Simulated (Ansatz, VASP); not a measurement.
# H47C18S9N3O13F6 in two plane-wave programs

Aim: how closely do two programs agree when they are given the same cell, functional and k mesh? The structure shown is frame 207 of Ansatz's trajectory.

Main program and level: Ansatz 0.2.0; plane waves, with VASP 6.6.1 beside it; single point at PBE with D3(BJ).

### Step 1. Starting point

The cell holds 96 atoms: 18 C, 9 S, 47 H, 3 N, 13 O and 6 F. Cell: a = 10.340 Å, b = 10.340 Å, c = 10.340 Å, α = 90.0°, β = 90.0°, γ = 90.0°.

### Step 2. Ansatz: dynamics, PBE with D3(BJ)

Ansatz runs on its default PAW (the set named soft_2) files.

One frame of this run of dynamics is then solved in both programs, so the motion causes no difference.

input.yaml

```yaml
crystal:
  lattice:
    - [10.34014, 0.0, 0.0]
    - [0.0, 10.34014, 0.0]
    - [0.0, 0.0, 10.34014]
  atoms:
    - { symbol: C, position: [0.60463, 0.63843, 0.89186] }
    - { symbol: C, position: [0.49551, 0.61054, 0.98557] }
    - { symbol: S, position: [0.54793, 0.63212, 0.1575] }
    - { symbol: C, position: [0.52741, 0.81164, 0.16222] }
    - { symbol: C, position: [0.57684, 0.86547, 0.29003] }
    - { symbol: C, position: [0.39642, 0.61137, 0.24718] }
    - { symbol: C, position: [0.43463, 0.56194, 0.3837] }
    - { symbol: H, position: [0.64171, 0.7369, 0.90839] }
    - { symbol: H, position: [0.55918, 0.62685, 0.79776] }
    - { symbol: H, position: [0.67956, 0.57272, 0.90368] }
    - { symbol: H, position: [0.42403, 0.68999, 0.9724] }
    - { symbol: H, position: [0.4579, 0.5119, 0.97623] }
    - { symbol: H, position: [0.58557, 0.84602, 0.08674] }
    - { symbol: H, position: [0.43113, 0.83979, 0.13848] }
    - { symbol: H, position: [0.56632, 0.967, 0.29556] }
    - { symbol: H, position: [0.51666, 0.83693, 0.36864] }
    - { symbol: H, position: [0.67913, 0.83544, 0.3146] }
    - { symbol: H, position: [0.34573, 0.5405, 0.19446] }
    - { symbol: H, position: [0.33645, 0.70104, 0.25655] }
    - { symbol: H, position: [0.49753, 0.63423, 0.42008] }
    - { symbol: H, position: [0.5022, 0.48468, 0.38117] }
    - { symbol: H, position: [0.3458, 0.53651, 0.44206] }
    - { symbol: C, position: [0.95838, 0.66942, 0.18583] }
    - { symbol: C, position: [0.00594, 0.61915, 0.32034] }
    - { symbol: S, position: [0.87562, 0.59482, 0.43415] }
    - { symbol: C, position: [0.89567, 0.75715, 0.49438] }
    - { symbol: C, position: [0.81144, 0.77762, 0.60882] }
    - { symbol: C, position: [0.98123, 0.51453, 0.55034] }
    - { symbol: C, position: [0.00261, 0.37982, 0.51076] }
    - { symbol: H, position: [0.87934, 0.59709, 0.15362] }
    - { symbol: H, position: [0.90892, 0.75745, 0.19534] }
    - { symbol: H, position: [0.02273, 0.6884, 0.10166] }
    - { symbol: H, position: [0.04774, 0.52015, 0.28962] }
    - { symbol: H, position: [0.08922, 0.68001, 0.35515] }
    - { symbol: H, position: [0.86411, 0.8276, 0.42059] }
    - { symbol: H, position: [0.0013, 0.77455, 0.52493] }
    - { symbol: H, position: [0.79168, 0.87884, 0.62511] }
    - { symbol: H, position: [0.72082, 0.73108, 0.59497] }
    - { symbol: H, position: [0.84732, 0.73417, 0.69973] }
    - { symbol: H, position: [0.0688, 0.57013, 0.55461] }
    - { symbol: H, position: [0.92747, 0.52567, 0.64287] }
    - { symbol: H, position: [0.01795, 0.33075, 0.59728] }
    - { symbol: H, position: [0.91912, 0.32685, 0.47375] }
    - { symbol: H, position: [0.07753, 0.36364, 0.43513] }
    - { symbol: C, position: [0.93458, 0.39615, 0.90949] }
    - { symbol: C, position: [0.803, 0.36101, 0.96478] }
    - { symbol: S, position: [0.8304, 0.20443, 0.04809] }
    - { symbol: C, position: [0.79546, 0.09677, 0.90892] }
    - { symbol: C, position: [0.82179, 0.96032, 0.94809] }
    - { symbol: C, position: [0.6709, 0.19362, 0.12006] }
    - { symbol: C, position: [0.67415, 0.28547, 0.22912] }
[... 9 lines left out ...]
    - { symbol: H, position: [0.78365, 0.94416, 0.04265] }
    - { symbol: H, position: [0.65601, 0.09739, 0.13927] }
    - { symbol: H, position: [0.59736, 0.21824, 0.04744] }
    - { symbol: H, position: [0.58562, 0.29019, 0.2907] }
    - { symbol: H, position: [0.75131, 0.27913, 0.30002] }
    - { symbol: H, position: [0.68475, 0.38294, 0.18843] }
    - { symbol: "N", position: [0.1682, 0.13376, 0.15188] }
    - { symbol: S, position: [0.31332, 0.18087, 0.14687] }
    - { symbol: O, position: [0.41465, 0.08382, 0.12596] }
    - { symbol: O, position: [0.35095, 0.29246, 0.22654] }
    - { symbol: F, position: [0.31311, 0.24856, 0.00961] }
    - { symbol: S, position: [0.15143, 0.04654, 0.2737] }
    - { symbol: O, position: [0.18041, 0.10979, 0.39435] }
    - { symbol: O, position: [0.03209, 0.96796, 0.2673] }
    - { symbol: F, position: [0.2637, 0.94029, 0.24726] }
    - { symbol: "N", position: [0.2558, 0.00419, 0.66071] }
    - { symbol: S, position: [0.29798, 0.85506, 0.66846] }
    - { symbol: O, position: [0.23354, 0.76931, 0.579] }
    - { symbol: O, position: [0.32451, 0.78903, 0.78902] }
    - { symbol: F, position: [0.44222, 0.85608, 0.6139] }
    - { symbol: S, position: [0.13574, 0.01927, 0.75403] }
    - { symbol: O, position: [0.01563, 0.96377, 0.71124] }
    - { symbol: O, position: [0.16293, 0.01319, 0.89085] }
    - { symbol: F, position: [0.10166, 0.17658, 0.7346] }
    - { symbol: "N", position: [0.43068, 0.2481, 0.56065] }
    - { symbol: S, position: [0.4032, 0.35135, 0.66706] }
    - { symbol: O, position: [0.45736, 0.3273, 0.79289] }
    - { symbol: O, position: [0.27306, 0.40738, 0.66637] }
    - { symbol: F, position: [0.49067, 0.46994, 0.62079] }
    - { symbol: S, position: [0.57556, 0.19918, 0.58465] }
    - { symbol: O, position: [0.68004, 0.29234, 0.6086] }
    - { symbol: O, position: [0.57795, 0.08107, 0.65988] }
    - { symbol: F, position: [0.61448, 0.13654, 0.44314] }
    - { symbol: O, position: [0.16815, 0.5841, 0.84818] }
    - { symbol: H, position: [0.22148, 0.51119, 0.81364] }
    - { symbol: H, position: [0.21105, 0.66819, 0.82719] }
kpoints:
  mp_grid: { grid: [1, 1, 1] }
hamiltonian:
  xc: pbe
  dispersion: d3bj
scf:
  occupations: { method: fermi_dirac, width: 0.025 }
output:
  forces: true
md:
  timestep: 0.5
  n_steps: 620
  ensemble: nve
  temperature: 300
  initial_velocities: maxwell_boltzmann
  seed: 5519
```

Command:

```sh
ansatz run input.yaml --threads 4 --pin off --max-ram 8192MiB --backend cpu --events-out ev --progress --plain --runs-dir out
```

Numbers of over 12 decimals in the logs are rounded to 6 here.

What it wrote:

```text
Warning: md: disabling space-group detection — thermal motion breaks the input geometry's symmetry, so no spatial operation reduces the k-mesh or symmetrises the density; time reversal is kept, so that k and −k are solved as one point where they differ and the mesh holds both, and exact exchange and, on two spinor components, a DFT+U term hold to it where the run has them: on two components no moment then forms, and  [...]
Engine: ansatz 0.2.0, aarch64-unknown-linux-gnu
Pseudopotentials: kind: paw
Pseudopotential: C, paw, valence charge 4, recommended cutoff 420 eV (normal), C.paw.azcp
Pseudopotential: S, paw, valence charge 6, recommended cutoff 420 eV (normal), S.paw.azcp
Pseudopotential: H, paw, valence charge 1, recommended cutoff 420 eV (normal), H.paw.azcp
Pseudopotential: N, paw, valence charge 5, recommended cutoff 420 eV (normal), N.paw.azcp
Pseudopotential: O, paw, valence charge 6, recommended cutoff 420 eV (normal), O.paw.azcp
Pseudopotential: F, paw, valence charge 7, recommended cutoff 420 eV (normal), F.paw.azcp
Functional definition: PBE
  parameter kappa = 0.804
  parameter beta = 0.066725
  exchange = pbe_x(kappa = kappa, mu = beta*pi^2/3)
  correlation = pbe_c(beta = beta)
Crystal: 96 atoms, lattice volume = 1105.552 Å³
Basis set: ecut = 420 eV, 21631 PW (Γ), exchange–correlation on 144×144×144 points (8 copies of the dense FFT grid, shifted against one another)
Bands: 250, of which v1, the nominal top of the filled ones, is band 154 counted from 1 (153 counted from 0)
Symmetry: 1 space group operations
k-points: 1
Non-local potential: C, projectors of the file, l = 0: 2, l = 1: 2, l = 2: 1
Non-local potential: S, projectors of the file, l = 0: 2, l = 1: 2, l = 2: 2
Non-local potential: H, projectors of the file, l = 0: 2, l = 1: 1
Non-local potential: N, projectors of the file, l = 0: 2, l = 1: 2, l = 2: 1
Non-local potential: O, projectors of the file, l = 0: 2, l = 1: 2, l = 2: 1
Non-local potential: F, projectors of the file, l = 0: 2, l = 1: 2, l = 2: 1
PAW form: soft (Blöchl's): semilocal exchange-correlation on the pseudo side does not see the compensation charge
PAW one-centre angular grid: C, 110 points (default); XC on 64 Gauss nodes
PAW one-centre angular grid: S, 110 points (default); XC on 64 Gauss nodes
PAW one-centre angular grid: H, 110 points (default); XC on 64 Gauss nodes
PAW one-centre angular grid: N, 110 points (default); XC on 64 Gauss nodes
PAW one-centre angular grid: O, 110 points (default); XC on 64 Gauss nodes
PAW one-centre angular grid: F, 110 points (default); XC on 64 Gauss nodes
Initial density: superposition of atomic densities (neutral atoms: chi_scale 0, normalization atom), corrected by the library's trained network
Initial wavefunctions: pseudopotential atomic-orbital guess
Functional: x = pbe(κ = 0.804, μ = 0.219515), c = pbe(β = 0.066725)
SCF iter   1: F=—  HF=-26756.666567 eV  |F-HF|=—  |Δ(HF+E_count)|=         —  Δρ=4.71e-3  dr2=4.02e-1  ethr=1.77e-3  ⟨swp⟩=6.0  Hψ=1219  notcnv=0  defer=34
preconditioner: auto → Resta (q_TF=auto, 2.205 Å⁻¹)  ε∞=2.6  [insulator: Δε(μ)=3.653 eV  Ē_g=15.274 eV  σ=0.025 eV  W_gap=1.00  n_scr=202 (ndim 8)  ℏωp=19.2 eV  f_vac=0.242  D(μ)=0.00/eV (n_scr^D=0)  ε∞_Penn≈2.6]
SCF iter   2: F=—  HF=-26756.534559 eV  |F-HF|=—  |Δ(HF+E_count)|=   1.32e-1  Δρ=2.33e-3  dr2=7.04e-2  ethr=1.31e-4  ⟨swp⟩=2.0  Hψ=362  notcnv=0  defer=90
SCF iter   3: F=—  HF=-26756.541168 eV  |F-HF|=—  |Δ(HF+E_count)|=   6.61e-3  Δρ=1.18e-3  dr2=1.77e-2  ethr=2.29e-5  ⟨swp⟩=2.0  Hψ=311  notcnv=0  defer=90
SCF iter   4: F=—  HF=-26756.539901 eV  |F-HF|=—  |Δ(HF+E_count)|=   1.27e-3  Δρ=4.93e-4  dr2=2.81e-3  ethr=5.73e-6  ⟨swp⟩=2.0  Hψ=308  notcnv=0  defer=90
SCF iter   5: F=—  HF=-26756.539793 eV  |F-HF|=—  |Δ(HF+E_count)|=   1.07e-4  Δρ=2.12e-4  dr2=5.20e-4  ethr=9.13e-7  ⟨swp⟩=2.0  Hψ=305  notcnv=0  defer=90
SCF iter   6: F=—  HF=-26756.539780 eV  |F-HF|=—  |Δ(HF+E_count)|=   1.31e-5  Δρ=8.87e-5  dr2=9.18e-5  ethr=1.69e-7  ⟨swp⟩=2.0  Hψ=309  notcnv=0  defer=90
SCF iter   7: F=—  HF=-26756.540592 eV  |F-HF|=—  |Δ(HF+E_count)|=   8.12e-4  Δρ=2.73e-5  dr2=7.86e-6  ethr=2.98e-8  ⟨swp⟩=2.0  Hψ=300  notcnv=0  defer=90
SCF iter   8: F=—  HF=-26756.540593 eV  |F-HF|=—  |Δ(HF+E_count)|=   1.57e-6  Δρ=1.75e-5  dr2=3.07e-6  ethr=2.55e-9  ⟨swp⟩=2.0  Hψ=312  notcnv=0  defer=90
SCF iter   9: F=—  HF=-26756.540593 eV  |F-HF|=—  |Δ(HF+E_count)|=   2.11e-7  Δρ=4.06e-6  dr2=1.82e-7  ethr=9.97e-10  ⟨swp⟩=2.0  Hψ=306  notcnv=0  defer=90
[...]
md step   616: t =   308.00 fs  T =   375.4 K  F+E_penalty+E_count = -26757.46980300 eV  E_kin = 4.609785 eV  conserved = -26752.86001843 eV  (4 SCF iters)
[...]
md step   617: t =   308.50 fs  T =   374.0 K  F+E_penalty+E_count = -26757.45250146 eV  E_kin = 4.592309 eV  conserved = -26752.86019281 eV  (4 SCF iters)
[...]
md step   618: t =   309.00 fs  T =   373.5 K  F+E_penalty+E_count = -26757.44779414 eV  E_kin = 4.586914 eV  conserved = -26752.86088048 eV  (4 SCF iters)
[...]
md step   619: t =   309.50 fs  T =   373.3 K  F+E_penalty+E_count = -26757.44557782 eV  E_kin = 4.584070 eV  conserved = -26752.86150765 eV  (4 SCF iters)
[...]
md step   620: t =   310.00 fs  T =   372.5 K  F+E_penalty+E_count = -26757.43639304 eV  E_kin = 4.574699 eV  conserved = -26752.86169418 eV  (8 SCF iters)
SCF converged after 8 iterations
Free energy (F): -26757.436393 eV
Harris-Foulkes:  -26757.436393 eV  (|F-HF|=5.02e-8)
Internal energy: -26757.436393 eV  (E = F + TS)
E sigma→0 (E₀):  -26757.436393 eV
Fermi energy:    1.647956 eV
--- Per-component energies (eV) ---
  E_band       = -2442.607960
  E_kinetic    = 7236.141124
  E_local      = -24341.747669  (includes V_loc(G=0)·N_el)
  E_nonlocal   = 2010.332399
  E_hartree    = 9127.655345
  E_xc         = -3783.343658
  E_vxc        = -4475.055091  (∫ρ·V_xc dr)
  E_paw        = -10863.549040  (= ΣΔE_a)
  E_vpaw       = -1127.572946  (= ΣTr[D̂ρ^β])
  E_aug_tail   = -0.018537  (compensation charges beyond the density's cutoff)
  E_ewald      = -6136.976125
  E_disp       = -5.930233  (pairwise vdW)
  E_smearing   = -0.000000  (= −TS)
  E_closure    = -0.000000  (closes the sum)
  Σ components = -26757.436393   (vs F -26757.436393, Δ=0.00e0)
--- Forces (eV/Å), atoms counted from 1 ---
  atom   1  C      3.43793577     0.50249887    -2.23447390
  atom   2  C      0.05828963     0.40718431    -1.04035496
  atom   3  S     -0.94772878    -0.70071274     1.01753820
  atom   4  C      1.85513618     1.68691650    -0.70497413
  atom   5  C     -0.85808956     0.79012276    -1.77968416
  atom   6  C      0.21043307    -2.02603799     1.14869393
  atom   7  C      1.86332727     1.43822152     0.49726461
  atom   8  H     -0.71250573    -0.05832443    -0.00723224
  atom   9  H     -0.39135104    -1.20840876     1.00144542
  atom  10  H     -1.04559216     1.08999851     0.29276234
  atom  11  H     -0.61545110     0.01708261     0.25222272
  atom  12  H     -0.00636163     0.33892513     0.72698845
  atom  13  H     -0.42092134     0.92417256    -0.74823789
  atom  14  H     -1.48891840    -1.08177372     1.16700222
  atom  15  H      0.13396373     0.29214871     0.45801465
  atom  16  H      0.22654786     0.07941356     0.08851096
  atom  17  H      0.71770384    -1.19794218     1.25593361
  atom  18  H     -0.13746869    -0.08092316     0.00425667
  atom  19  H     -0.58271946     0.60110156    -0.15910175
  atom  20  H     -0.26641742    -0.98768962    -0.58293809
  atom  21  H     -0.65190451     0.34558549    -0.83338702
  atom  22  H     -0.90102245    -0.56271295     0.14699351
  atom  23  C     -0.26963704     0.46421058     3.37087726
  atom  24  C      0.23209005     0.23104638    -0.37025058
[...]
atom  89  F      0.03124291    -0.16274655    -0.05436489
  atom  90  S     -1.42054437    -0.42891256     1.60001651
  atom  91  O      0.79452644     0.96304859    -0.94332970
  atom  92  O     -0.24083203     0.69142272     0.15042313
  atom  93  F     -0.61640759    -0.20785015    -0.49286362
  atom  94  O     -0.87828681     0.50606143     0.83616859
  atom  95  H      0.59218449    -0.53522001    -0.76035072
  atom  96  H      0.23271146    -0.10133261    -0.03746978
  max |Σ_I F_I| component: 9.46e-5 eV/Å
--- MD trajectory: 620 steps, t = 0.0 → 310.0 fs ---
  final state: T = 372.5 K   F+E_penalty+E_count = -26757.43639304 eV   E_kin = 4.574699 eV
  conserved energy: peak-to-peak 1.109e-2 eV (1.156e-4 eV/atom) over 310.0 fs
```

In the SCF lines HF is the Harris–Foulkes energy and dr2 the Hartree energy of the density residual, in eV; the loop may stop once dr2 is under the threshold and the program's other checks hold. Hψ counts applications of the Hamiltonian.

### Step 3. VASP: single point, PBE with D3(BJ)

The same cell, functional, mesh and smearing now go to VASP, with its own data sets.

Lines of VASP's logs that name or quote its potential files are left out, and so is its time.

INCAR

```
SYSTEM = H47C18S9N3O13F6
PREC = Accurate
ENCUT = 520
EDIFF = 1E-06
NELM = 120
ISMEAR = -1
SIGMA = 0.025
LREAL = Auto
ALGO = Normal
GGA = PE
IVDW = 12
NBANDS = 224
LORBIT = 11
LWAVE = .FALSE.
LCHARG = .FALSE.
ISIF = 2
LASPH = .TRUE.
GGA_COMPAT = .FALSE.
EFERMI = MIDGAP
NCORE = 2
```

POSCAR

```
H47C18S9N3O13F6
1.0
   10.3401400000      0.0000000000      0.0000000000
    0.0000000000     10.3401400000      0.0000000000
    0.0000000000      0.0000000000     10.3401400000
C S H N O F
18 9 47 3 13 6
Direct
    0.5329811782      0.6851067781      0.8939627510
    0.4384563459      0.6246723932      0.9898318591
    0.5288129561      0.8095635069      0.1656457263
    0.5857174081      0.8515358593      0.2981681099
    0.3628867694      0.6114907535      0.2399000400
    0.3823062357      0.5653211659      0.3825673540
    0.9589812130      0.6449235697      0.1969122275
    0.0281524235      0.6170419356      0.3242896131
    0.9011773535      0.7437230057      0.5258342730
    0.7817398991      0.7455798471      0.6074772682
    0.9854508740      0.4909024443      0.5498861718
    0.9917312532      0.3609622307      0.4830495525
    0.9750448253      0.3803816970      0.8869222274
    0.8355399443      0.3610589412      0.9098909686
    0.8016139046      0.0939445694      0.9346391828
    0.8502496098      0.9783619951      0.0106052723
    0.6713835596      0.2707700283      0.1029676581
    0.7022922320      0.3694824248      0.2083143942
    0.5126332912      0.6282216682      0.1512842186
    0.8980826178      0.5957366148      0.4413576605
    0.8293698151      0.2390393167      0.0373882752
    0.3400630939      0.1833340748      0.1425802745
    0.1511875081      0.0273787396      0.2855280489
    0.2971139656      0.8315651432      0.6639271809
    0.1247371892      0.0229010439      0.7486165564
    0.4182051694      0.3778285400      0.6795555960
    0.6025063490      0.1849781531      0.5795182657
    0.5217434193      0.7865077262      0.8937403169
    0.5041034261      0.6481537000      0.7998247606
    0.6264035110      0.6526990930      0.9192235308
[... 60 atom lines left out ...]
    0.2771335785      0.2538843768      0.0232008464
    0.2120280770      0.8774639415      0.2675398979
    0.4388045036      0.8566518442      0.6260456822
    0.1193310729      0.1635857928      0.6844104625
    0.4954865215      0.5058635570      0.6439758069
    0.5676712308      0.1140990354      0.4420056208
```

KPOINTS

```
Automatic mesh
0
Gamma
1 1 1
0 0 0
```

Potentials, in the order of the species: C, S, H, N, O and F (PBE family, release 64).

Command:

```sh
mpirun -np 8 vasp_gam
```

What it wrote:

```text
[banner, memory and clock lines left out]
running    8 mpi-ranks, on    1 nodes
[...]
LDA part: xc-table for (Slater+PW92), standard interpolation
 POSCAR, INCAR and KPOINTS ok, starting setup
[...]
entering main loop
       N       E                     dE             d eps       ncg     rms          rms(c)
DAV:   1     0.250553771079E+04    0.25055E+04   -0.16652E+05   464   0.128E+03
DAV:   2    -0.298909629464E+03   -0.28044E+04   -0.26725E+04   560   0.307E+02
DAV:   3    -0.560255443750E+03   -0.26135E+03   -0.25920E+03   552   0.987E+01
DAV:   4    -0.565907449507E+03   -0.56520E+01   -0.56159E+01   568   0.159E+01
[...]
DAV:  17    -0.503273262348E+03    0.16268E-04   -0.20690E-05   552   0.195E-02    0.141E-02
DAV:  18    -0.503273259960E+03    0.23874E-05   -0.16778E-05   544   0.117E-02    0.817E-03
DAV:  19    -0.503273259679E+03    0.28159E-06   -0.24373E-06   464   0.411E-03
   1 F= -.50911676E+03 E0= -.50911676E+03  d E =0.000000E+00
```

OUTCAR, selected parts (step 3):

```text
  FREE ENERGIE OF THE ION-ELECTRON SYSTEM (eV)
  ---------------------------------------------------
  free  energy   TOTEN  =      -509.1167584699 eV

  energy  without entropy=     -509.1167584699  energy(sigma->0) =     -509.11675847

[... 1 further part left out ...]
```

The run ends at a pressure of 0.46 GPa, with forces up to 3.6 eV/Å.

### Step 4. Side by side

Known differences besides the potentials themselves: the cutoff is 420 eV in Ansatz and 520 eV in VASP (PREC = Accurate, projectors in real space). Total energies have different zeros and are not compared.

Forces on 9 of the 96 atoms, those with the largest forces and the largest differences (eV/Å; atoms numbered as in POSCAR):

```tsv
atom	Ansatz x, y, z	VASP x, y, z
C5	-0.601, -1.942, 1.781	-0.543, -1.925, 1.746
C6	2.472, 0.946, -1.137	2.459, 0.954, -1.139
C7	-1.805, 2.103, 0.644	-1.796, 2.094, 0.626
S26	-1.444, -2.895, -1.207	-1.615, -3.086, -1.047
S27	-2.900, -0.545, -0.267	-2.629, -0.386, -0.132
O80	0.980, 0.875, 2.252	0.860, 0.746, 1.844
O81	-1.605, 0.318, -0.629	-1.250, 0.399, -0.589
O88	2.066, 1.078, 0.151	1.735, 0.874, 0.241
O90	-1.994, 0.001, 1.561	-2.080, 0.055, 1.623
```

The forces differ by 79 meV/Å r.m.s., which is 9.6 % of the r.m.s. force of 0.825 eV/Å (both taken over all components).

### Step 5. Summary of results

- r.m.s. force difference (single point, PBE with D3(BJ)): 9.6 % of the r.m.s. force

In words: The r.m.s. force difference is 9.6 % of the r.m.s. force (single point, PBE with D3(BJ)), beyond the 3 % picked in this series as the mark of a large difference. What causes the difference of the single point, PBE with D3(BJ) pair stays open here. 2 further runs of this series are not shown here. How closely two codes agree says nothing of how well the functional describes the real material.

[Lines on the potential files, build, host, timing and source positions are cut from VASP's logs without a mark.]

[Logs are printed without paths, hosts, clocks, repeated set-up lines and the standing remarks that a program may print on its own settings, such as how far it seeks lower states.]

[Hosts, paths, dates, database ids (printed as entryN), source tags and the programs' standing remarks are cut or masked in the printed files.]
